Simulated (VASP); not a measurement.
Consider the following.

```
CELL_PARAMETERS angstrom
      0.00000     3.45595     3.45595
      3.45595     0.00000     3.45595
      3.45595     3.45595     0.00000
ATOMIC_POSITIONS crystal
  Rb 0.00000 0.00000 0.00000
  Br 0.50000 0.50000 0.50000
```

These are PBE GGA, VASP's PBE PAW potentials (set 64) (plane waves; VASP 6.6.1) values and carry that method's errors. Run with 300 eV cut-off, 4×4×4 Γ-centred mesh, Gaussian smearing of 0.010 eV, potentials Rb_sv Br.

Estimate the energy per atom (σ→0), band gap (on the k-mesh) with the smallest direct gap where there is one.

The band gap (on the k-mesh) is 4.30 eV. The smallest direct gap (on the k-mesh) is 4.30 eV. The energy per atom (σ→0) is -3.054 eV/atom.

The absolute energy has meaning only against runs of the same code, potentials and settings.

The structure comes from a computed database's RbBr entry; how it stands against other phases isn't given here. The cell was not relaxed at this level.
